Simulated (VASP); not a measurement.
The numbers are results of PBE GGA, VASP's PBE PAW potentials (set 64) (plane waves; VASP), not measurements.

Input for VASP

### INCAR
```
SYSTEM = Ir
PREC = Accurate
ENCUT = 520
EDIFF = 1E-6
NELM = 100
ALGO = Normal
LREAL = .FALSE.
LASPH = .TRUE.
ISMEAR = 1
SIGMA = 0.1
GGA = PE
LMAXMIX = 6
LWAVE = .FALSE.
LCHARG = .FALSE.
IBRION = 2
ISIF = 3
NSW = 60
EDIFFG = -0.01
```

### KPOINTS
```
Regular mesh
0
gamma
 15 15 15
```

### POSCAR
```
Ir
1.0
  0.0000000000   1.9200000000   1.9200000000
  1.9200000000   0.0000000000   1.9200000000
  1.9200000000   1.9200000000   0.0000000000
Ir
1
Cartesian
  0.0000000000   0.0000000000   0.0000000000
```

POTCAR, in this order: Ir (PBE.64 set). Program: vasp_std.

Energy and stress use the plane-wave basis of the starting cell. Unless said otherwise, spin-orbit coupling is left out, though it shifts the bands of the heavy elements here.

Question: Predict the energy per atom (σ→0), volume per atom, band gap (on the k-mesh).

Answer: 
```json
{
  "energy per atom (σ→0)": "-8.855 eV/atom",
  "band gap (on the k-mesh)": "none (metal, semimetal or under 0.01 eV)",
  "volume_per_atom": "14.51 Å³/atom"
}
```

### OSZICAR
```
...
DAV:   7    -0.885469777705E+01   -0.26796E-06   -0.36083E-07  1792   0.519E-03
   3 F= -.88546978E+01 E0= -.88545785E+01  d E =-.994556E-02
       N       E                     dE             d eps       ncg     rms          rms(c)
DAV:   1    -0.885475728060E+01   -0.59772E-04   -0.16769E-03  2072   0.676E-01    0.585E-02
DAV:   2    -0.885471859251E+01    0.38688E-04   -0.10283E-04  2144   0.140E-01    0.207E-02
DAV:   3    -0.885471492754E+01    0.36650E-05   -0.19850E-05  2368   0.560E-02    0.731E-03
DAV:   4    -0.885471536038E+01   -0.43283E-06   -0.42353E-07  1016   0.720E-03
   4 F= -.88547154E+01 E0= -.88545962E+01  d E =-.996315E-02
```

The compound is Ir in the fcc structure. This run relaxes it. Symmetry was kept, so distortions that lower it aren't found.
